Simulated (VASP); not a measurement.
# CaMg6Cr (Amm2) in VASP: band structure with PBEsol+D3+U

Aim: the band structure of CaMg6Cr with PBEsol+D3+U.

All numbers are computed with VASP 6.6.1; they aren't measurements. Logs are shortened: lines on timing, memory, paths and dates and some standing lists are left out, and cuts for length are marked.

**1. The structure**

It takes space group Amm2 (No. 38, orthorhombic). The conventional cell has a = 5.172 Å, b = 6.526 Å, c = 11.288 Å, α = 90.00°, β = 90.00°, γ = 90.00°. Around Cr (site symmetry mm2) lie 10 Mg at 3.16 to 3.34 Å and 2 Ca at 3.20 Å. Ca (site symmetry mm2) is surrounded by 10 Mg at 3.20 to 3.32 Å and 2 Cr at 3.20 Å. Mg (site symmetry mm2) is surrounded by 10 Mg at 3.22 to 3.27 Å and 2 Cr at 3.26 Å. Mg (site symmetry m) has 2 Cr at 3.18 to 3.34 Å and 8 Mg at 3.18 to 3.34 Å and 2 Ca at 3.24 Å as nearest neighbours. Around Mg (site symmetry mm2) lie 10 Mg at 3.18 to 3.31 Å and 2 Ca at 3.26 Å. Mg (site symmetry m) is surrounded by 8 Mg at 3.16 to 3.37 Å and 2 Cr at 3.16 Å and 2 Ca at 3.20 to 3.32 Å.

The cell comes from a database or a generator and needn't be the stable form of this composition.

**2. Band structure, PBEsol+D3+U, collinear spin, ferromagnetic start**

run.py reads:

```python
from ase.calculators.vasp import Vasp
from ase.dft.bandgap import bandgap
from ase.io import read

atoms = read('CaMg6Cr.cif')
atoms.set_initial_magnetic_moments([3.0, 0.0, 0.0, 0.0, 0.0, 0.0, 0.0, 0.0])
calc = Vasp(
    directory='calc',
    xc='pbesol',
    pp='PBE',
    setups='recommended',
    pp_version='54',
    prec='Accurate',
    encut=520,
    ediff=1e-07,
    ismear=1,
    sigma=0.1,
    lreal=False,
    lasph=True,
    nelm=120,
    algo='Fast',
    isif=2,
    lwave=False,
    lcharg=True,
    ispin=2,
    lorbit=11,
    lmaxmix=4,
    ldautype=2,
    ldauprint=1,
    ivdw=11,
    ldau_luj={'Cr': {'L': 2, 'U': 3.5, 'J': 0}},
    kpts=[5, 5, 5],
    gamma=True,
)
atoms.calc = calc

print('energy (eV):', atoms.get_potential_energy())
print('free energy (eV):', atoms.get_potential_energy(force_consistent=True))
efermi = calc.get_fermi_level()
print('Fermi level (eV):', efermi)
path = atoms.cell.bandpath(npoints=40, eps=1e-4)
print('path:', path.path)
calc.set(kpts=path.kpts, reciprocal=True, icharg=11, isym=0, lcharg=False)
calc.calculate(atoms)
print('gap on the path (eV):', bandgap(calc, efermi=efermi)[0])
print('direct gap on the path (eV):', bandgap(calc, efermi=efermi, direct=True)[0])
```

CaMg6Cr.cif reads:

```cif
data_CaMg6Cr
_cell_length_a 5.17236700
_cell_length_b 6.51930991
_cell_length_c 6.51930991
_cell_angle_alpha 60.07216795
_cell_angle_beta 90.00000000
_cell_angle_gamma 90.00000000
_space_group_name_H-M_alt 'P1'
_space_group_name_Hall 'P 1'
_space_group_IT_number 1
loop_
_space_group_symop_operation_xyz
'x,y,z'
loop_
_atom_site_label
_atom_site_type_symbol
_atom_site_symmetry_multiplicity
_atom_site_Wyckoff_symbol
_atom_site_fract_x
_atom_site_fract_y
_atom_site_fract_z
_atom_site_occupancy
Cr1 Cr 1 a 0.5000000000 0.6629090000 0.6629090000 1
Ca1 Ca 1 a 0.0000000000 0.8296510000 0.8296510000 1
Mg1 Mg 1 a 0.5000000000 0.1663380000 0.1663380000 1
Mg2 Mg 1 a 0.5000000000 0.6634670000 0.1752350000 1
Mg3 Mg 1 a 0.5000000000 0.1752350000 0.6634670000 1
Mg4 Mg 1 a 0.0000000000 0.3355940000 0.3355940000 1
Mg5 Mg 1 a 0.0000000000 0.8253860000 0.3414200000 1
Mg6 Mg 1 a 0.0000000000 0.3414200000 0.8253860000 1
```

Potentials or basis: VASP PAW PBE potentials, release 54 (Cr_pv, Ca_sv, Mg).

Launch:

```bash
$ python run.py
```

Log:

```text
energy (eV): -21.559620790000004
free energy (eV): -21.55928554
Fermi level (eV): 2.86254947
path: GXSRAZGYX1A1TY,ZT
gap on the path (eV): 0.0
direct gap on the path (eV): 0.0
```

OUTCAR:

```text
ENCUT = 520.000000
   EDIFF = 1.00e-07
   GGA = PS
   PREC = Accurate
   ICHARG = 11
   ISIF = 2
   ISMEAR = 1
   ISPIN = 2
   ISYM = 0
   LORBIT = 11
   NELM = 120
   IVDW = 11
   LASPH = .TRUE.
   LREAL = .FALSE.
 IVDW          = 11

 ion  position               nearest neighbor table
   1  0.500  0.663  0.663-   7 3.16   8 3.16   7 3.16   8 3.16   4 3.18   5 3.18   3 3.26   3 3.26
                             5 3.34   4 3.34
   2  0.000  0.830  0.830-   7 3.20   8 3.20   4 3.24   5 3.24   4 3.24   5 3.24   6 3.26   6 3.26
                             8 3.32   7 3.32
   3  0.500  0.166  0.166-   6 3.22   6 3.22   8 3.22   7 3.22   7 3.22   8 3.22   4 3.25   5 3.25
                             1 3.26   1 3.26   4 3.27   5 3.27
   4  0.500  0.663  0.175-   1 3.18   7 3.18   7 3.18   6 3.18   6 3.18   5 3.19   2 3.24   2 3.24
                             3 3.25   3 3.27   5 3.34   1 3.34
   5  0.500  0.175  0.663-   1 3.18   8 3.18   8 3.18   6 3.18   6 3.18   4 3.19   2 3.24   2 3.24
                             3 3.25   3 3.27   4 3.34   1 3.34
   6  0.000  0.336  0.336-   4 3.18   4 3.18   5 3.18   5 3.18   7 3.21   8 3.21   3 3.22   3 3.22
                             2 3.26   2 3.26   7 3.31   8 3.31
   7  0.000  0.825  0.341-   8 3.16   1 3.16   1 3.16   4 3.18   4 3.18   2 3.20   6 3.21   3 3.22
                             3 3.22   6 3.31   2 3.32   8 3.37
   8  0.000  0.341  0.825-   7 3.16   1 3.16   1 3.16   5 3.18   5 3.18   2 3.20   6 3.21   3 3.22
                             3 3.22   6 3.31   2 3.32   7 3.37

IMPORTANT INFORMATION: All symmetrisations will be switched off!
NOSYMM: (Re-)initialisation of all symmetry stuff for point group C_1.

----------------------------------------------------------------------------------------

                                     Primitive cell

  volume of cell :     190.5191

[... 1483 lines left out ...]

 E8    (eV) :    -1.3463

  FORCE on cell =-STRESS in cart. coord.  units (eV):
  Direction    XX          YY          ZZ          XY          YZ          ZX
  --------------------------------------------------------------------------------------
  -------------------------------------------------------------------------------------
  Total      -3.92779    -3.26806    -2.45470     0.01399    -2.52325    -0.02343
  in kB     -33.03089   -27.48290   -20.64291     0.11766   -21.21934    -0.19704
  external pressure =      -27.05 kB  Pullay stress =        0.00 kB

 VOLUME and BASIS-vectors are now :
 -----------------------------------------------------------------------------
  energy-cutoff  :      520.00
  volume of cell :      190.52
      direct lattice vectors                 reciprocal lattice vectors
     5.172367000  0.000000000  0.000000000     0.193335082  0.000000000  0.000000000
     0.000000000  6.519309910  0.000000000     0.000000000  0.153390468 -0.088302608
     0.000000000  3.252540989  5.649989276     0.000000000  0.000000000  0.176991486

 POSITION                                       TOTAL-FORCE (eV/Angst)
 -----------------------------------------------------------------------------------
      2.58618      6.47785      3.74543         0.000004     -0.012028     -0.034599
      0.00000      8.10723      4.68752        -0.000002      0.094883      0.061241
      2.58618      1.62543      0.93981        -0.000010     -0.120429     -0.033815
      2.58618      4.89531      0.99008         0.001229      0.126737      0.018905
      2.58618      3.30036      3.74858        -0.001224      0.056432      0.083286
      0.00000      3.27937      1.89610         0.000011      0.092696      0.050806
      0.00000      6.49143      1.92902        -0.001833     -0.110565     -0.088356
      0.00000      4.91042      4.66342         0.001825     -0.127726     -0.057467
 -----------------------------------------------------------------------------------
    total drift:                                0.000019      0.014787      0.000259

  FREE ENERGIE OF THE ION-ELECTRON SYSTEM (eV)
  ---------------------------------------------------
  free  energy   TOTEN  =       -21.4032632590 eV

  energy  without entropy=      -21.4049360914  energy(sigma->0) =      -21.40382087

 total charge

# of ion       s       p       d       tot
------------------------------------------
    1        0.270   6.125   4.113  10.508
    2        2.068   5.851   0.278   8.197
    3        0.192   0.114   0.011   0.317
    4        0.218   0.125   0.010   0.354
    5        0.217   0.123   0.010   0.351
    6        0.220   0.119   0.010   0.349
    7        0.219   0.129   0.010   0.358
    8        0.218   0.127   0.010   0.355
--------------------------------------------------
tot          3.624  12.714   4.452  20.790

 magnetization (x)

# of ion       s       p       d       tot
------------------------------------------
    1        0.069   0.046   3.987   4.101
    2       -0.001   0.004   0.001   0.004
    3       -0.015  -0.001   0.001  -0.015
    4       -0.015  -0.001   0.000  -0.015
    5       -0.015  -0.001   0.001  -0.015
    6        0.004  -0.002  -0.001   0.001
    7       -0.010   0.000   0.001  -0.009
    8       -0.011   0.001   0.001  -0.009
--------------------------------------------------
tot          0.006   0.047   3.990   4.043
```

INCAR:

```text
ENCUT = 520.000000
SIGMA = 0.100000
EDIFF = 1.00e-07
ALGO = Fast
GGA = PS
PREC = Accurate
ICHARG = 11
ISIF = 2
ISMEAR = 1
ISPIN = 2
ISYM = 0
LDAUPRINT = 1
LDAUTYPE = 2
LMAXMIX = 4
LORBIT = 11
NELM = 120
IVDW = 11
LASPH = .TRUE.
LCHARG = .FALSE.
LWAVE = .FALSE.
LREAL = .FALSE.
LDAU = .TRUE.
LDAUL = 2 -1 -1
LDAUU = 3.500 0.000 0.000
LDAUJ = 0.000 0.000 0.000
MAGMOM = 1*3.0000 7*0.0000
```

It took 25 min on 1 thread of Intel Xeon Platinum 8259CL at 2.50GHz (Skylake/Cascade Lake), shared host; peak memory 0.55 GiB.

What came out:

- Band gap along the path: none (metal or under the smearing width)
- Net moment: 4.83 μB per cell
- Dispersion energy per atom: -0.251 eV

Levels at the corners of the path, in eV from the Fermi level:
Spin up:
| point | band 18 | band 19 | band 20 | band 21 | band 22 | band 23 |
| --- | --- | --- | --- | --- | --- | --- |
| Γ | -1.14 | -0.98 | -0.86 | 0.08 | 1.51 | 1.53 |
| X | -0.23 | -0.22 | 0.15 | 0.66 | 0.74 | 0.92 |
| S | 0.08 | 0.34 | 0.35 | 0.78 | 1.00 | 1.25 |
| R | -1.44 | -1.16 | -0.93 | 1.03 | 1.82 | 2.10 |
| A | -1.76 | 0.14 | 0.74 | 0.85 | 0.85 | 1.10 |
| Z | -0.82 | -0.71 | -0.58 | -0.50 | -0.19 | 0.00 |
| Γ | -1.14 | -0.98 | -0.86 | 0.08 | 1.51 | 1.53 |
| Y | -0.02 | 0.26 | 0.47 | 0.66 | 1.12 | 1.38 |
| X1 | -0.23 | -0.22 | 0.15 | 0.66 | 0.74 | 0.92 |
| A1 | -1.76 | 0.14 | 0.74 | 0.85 | 0.85 | 1.10 |
| T | -1.39 | -0.99 | -0.81 | 1.28 | 2.11 | 2.26 |
| Y | -0.02 | 0.26 | 0.47 | 0.66 | 1.12 | 1.38 |
| Z | -0.82 | -0.71 | -0.58 | -0.50 | -0.19 | 0.00 |
| T | -1.39 | -0.99 | -0.81 | 1.28 | 2.11 | 2.26 |
Spin down:
| point | band 12 | band 13 | band 14 | band 15 | band 16 | band 17 | band 18 | band 19 |
| --- | --- | --- | --- | --- | --- | --- | --- | --- |
| Γ | -1.76 | -1.56 | -1.05 | -1.02 | -0.35 | 1.36 | 1.73 | 2.16 |
| X | -0.58 | -0.39 | -0.37 | -0.12 | 0.53 | 0.81 | 0.89 | 1.05 |
| S | -0.65 | -0.20 | 0.18 | 0.24 | 0.59 | 1.01 | 1.30 | 1.63 |
| R | -1.67 | -1.46 | -1.34 | -1.34 | 1.02 | 1.59 | 1.92 | 2.24 |
| A | -2.83 | -2.75 | 0.27 | 0.54 | 0.56 | 0.60 | 1.22 | 1.77 |
| Z | -1.01 | -0.95 | -0.86 | -0.59 | -0.57 | -0.33 | -0.19 | -0.07 |
| Γ | -1.76 | -1.56 | -1.05 | -1.02 | -0.35 | 1.36 | 1.73 | 2.16 |
| Y | -0.44 | -0.19 | 0.09 | 0.45 | 0.46 | 0.77 | 0.87 | 1.28 |
| X1 | -0.58 | -0.39 | -0.37 | -0.12 | 0.53 | 0.81 | 0.89 | 1.05 |
| A1 | -2.83 | -2.75 | 0.27 | 0.54 | 0.56 | 0.60 | 1.22 | 1.77 |
| T | -1.80 | -1.55 | -1.22 | -1.21 | 0.88 | 1.38 | 2.01 | 2.23 |
| Y | -0.44 | -0.19 | 0.09 | 0.45 | 0.46 | 0.77 | 0.87 | 1.28 |
| Z | -1.01 | -0.95 | -0.86 | -0.59 | -0.57 | -0.33 | -0.19 | -0.07 |
| T | -1.80 | -1.55 | -1.22 | -1.21 | 0.88 | 1.38 | 2.01 | 2.23 |

Caveat: the log is that of the step along the path at fixed density, whose energy, stress, charges and moments have no meaning; the PAW data sets were made with another functional, which shifts forces and pressure a little; pairwise dispersion overbinds metals, which lowers pressure and volume; the U is typed as a test and isn't derived for this compound.
